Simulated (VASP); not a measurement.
Energy against volume of InAs (zinc blende). Level of theory: r2SCAN+rVV10, VASP's PBE PAW potentials (set 64) (plane waves; VASP). Settings: 520 eV cut-off, 8×8×8 Γ-centred mesh, Gaussian smearing of 0.050 eV, potentials In_d As.

```json
[
 {"V (Å³/atom)": "26.485", "E (eV/atom)": "-18.74489"},
 {"V (Å³/atom)": "27.330", "E (eV/atom)": "-18.76155"},
 {"V (Å³/atom)": "28.175", "E (eV/atom)": "-18.76687"},
 {"V (Å³/atom)": "29.020", "E (eV/atom)": "-18.76279"}
]
```

Question: Fit these four points and predict the energy of the run at 29.866 Å³/atom.

Answer: A cubic in V^(−2/3), the third-order Birch-Murnaghan form, passes through the four points with V0 = 28.20 Å³/atom and B0 = 59 GPa, and gives -18.7509 eV/atom there. The run gave -18.7508 eV/atom, +0.1 meV/atom from the fit; all five points give B0 = 59 GPa.

The compound is InAs in the zinc blende structure. It was relaxed first.
